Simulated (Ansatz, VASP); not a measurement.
ZrHg in VASP and in Ansatz

```
CELL_PARAMETERS angstrom
3.15653 0.00000 0.00000
0.00000 3.15653 0.00000
0.00000 0.00000 4.30939
ATOMIC_POSITIONS crystal
Zr 0.50000 0.50000 0.50000
Hg 0.00000 0.00000 0.00000
```

Alike in both runs: task relaxation of cell and atoms; functional LDA; k mesh 14 × 14 × 10; occupations gaussian, width 0.1 eV; no spin polarisation.

|  | VASP | Ansatz |
| --- | --- | --- |
| version | VASP 6.6.1 | Ansatz 0.2.0 |
| potentials or method | VASP PAW LDA potentials, release 64 (Zr_sv, Hg) | scalar-relativistic, plane waves, PAW |
| plane-wave cutoff (eV) | 600 | 420 |
| valence electrons in the cell | 24 | 32 |

Ansatz gave:

- gap on the k mesh at the Fermi level, each at its own relaxed structure (eV): none
- relaxed volume (Å³/atom): 19.90
- relaxed cell length with the largest relative difference (Å): 4.221
- energy change over the relaxation (meV/atom): -42

Question: Estimate VASP's values.

Answer: gap on the k mesh at the Fermi level, each at its own relaxed structure (eV): none; relaxed volume (Å³/atom): 20.04; relaxed cell length with the largest relative difference (Å): 4.234; energy change over the relaxation (meV/atom): -35.

A gap of «none» marks a metal or a gap that the smearing closes. The two sets of potentials don't hold the same shells in valence.

The runs have no spin-orbit coupling, so splittings on Hg are missing. LDA usually gives volumes a few per cent too small. Zero-point motion and thermal expansion aren't in these numbers.
